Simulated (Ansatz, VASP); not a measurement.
## Al15SbN16 (a cell with a defect) in VASP and in Ansatz

```
Sb Al N
1.0
     6.22600    0.00000    0.00000
    -3.11300    5.39187    0.00000
     0.00000    0.00000    9.96200
Sb Al N
1 15 16
Direct
  0.16667 0.33333 0.00847
  0.16667 0.33333 0.47582
  0.16851 0.83425 0.99600
  0.16292 0.83146 0.50236
  0.66575 0.33149 0.99600
  0.66854 0.33708 0.50236
  0.66575 0.83425 0.99600
  0.66854 0.83146 0.50236
  0.33748 0.16252 0.26177
  0.33291 0.16709 0.73361
  0.33748 0.67495 0.26177
  0.33291 0.66582 0.73361
  0.82505 0.16252 0.26177
  0.83418 0.16709 0.73361
  0.83333 0.66667 0.24592
  0.83333 0.66667 0.75022
  0.16667 0.33333 0.26595
  0.16667 0.33333 0.68053
  0.17033 0.83516 0.18746
  0.15971 0.82985 0.68950
  0.66484 0.32967 0.18746
  0.67015 0.34029 0.68950
  0.66484 0.83516 0.18746
  0.67015 0.82985 0.68950
  0.34129 0.15871 0.45060
  0.34325 0.15675 0.92382
  0.34129 0.68258 0.45060
  0.34325 0.68651 0.92382
  0.81742 0.15871 0.45060
  0.81349 0.15675 0.92382
  0.83333 0.66667 0.43579
  0.83333 0.66667 0.94195
```

Alike in both runs: functional PBE; k mesh 4 × 4 × 2; occupations fermi-dirac, width 0.01 eV; no spin polarisation.

Ansatz relaxed the structure, and its values are those at the end. VASP's run is a single point on that final structure, the one shown.

```csv
,VASP,Ansatz
version,VASP 6.6.1,Ansatz 0.2.0
potentials or method,"VASP PAW PBE potentials, release 64 (Sb, Al, N)","plane-wave PAW, scalar-relativistic"
plane-wave cutoff (eV),520,420
valence electrons in the cell,130,140
```

|  | VASP | Ansatz | Ansatz less VASP |
| --- | --- | --- | --- |
| gap on the k mesh at the Fermi level (eV) | 1.72 | 1.74 | +0.016 |
| pressure (GPa) | 11.1 | 11.3 | +0.21 |
| rms of the force components (eV/Å) | 0.018 | 0.001 | -0.0168 |

The two sets of potentials don't hold the same shells in valence. Ansatz warned: «gradients_without_spin_orbit».

Caveats: spin-orbit coupling is left out, which moves the levels of the heavy elements.
